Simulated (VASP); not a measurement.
Here is a VASP 6.6.1 calculation.

File INCAR:

```
SYSTEM = LuB2Os3
ALGO = Normal
EDIFF = 1E-7
ENCUT = 520
GGA = PE
ISIF = 2
ISMEAR = 1
LASPH = .True.
LCHARG = .False.
LREAL = .False.
LWAVE = .False.
NBANDS = 36
NELM = 100
PREC = Accurate
SIGMA = 0.15
```

Contents of KPOINTS:

```
k-points
0
Gamma
  3 3 4
  0 0 0
```

File POSCAR:

```
LuB2Os3
1.0
    4.5037960000      0.6592820000      0.2739790000
   -0.5288380000      4.5422550000     -0.8218620000
   -0.4312670000      1.2667250000      4.0114430000
B Os Lu
2 3 1
Direct
    0.2295189524      0.4902882842      0.0701919326
    0.9761830704      0.0772481959      0.1617968136
    0.4916450354      0.6372564782      0.4468774624
    0.7287531632      0.4556470572      0.9852738625
    0.9868445635      0.6393545029      0.4663158579
    0.2570082496      0.1111780051      0.6762993054
```

Potentials or basis: VASP PAW PBE potentials, release 64 (B, Os, Lu).

Command:

```console
$ cat potpaw_PBE.64/B/POTCAR potpaw_PBE.64/Os/POTCAR potpaw_PBE.64/Lu/POTCAR > POTCAR
$ mpirun -np 1 vasp_std > vasp.out
```

(1) What does it give for the band gap on the k mesh?

(2) Predict the pressure.

Results:

(1) none (metal or under the smearing width).

(2) 22.1 GPa.

Caveat: the k mesh is coarse (spacing up to 0.46 Å⁻¹), so the values aren't converged; so large a pressure means that the cell lies far from this level's equilibrium, or that cutoff or potentials fall short.
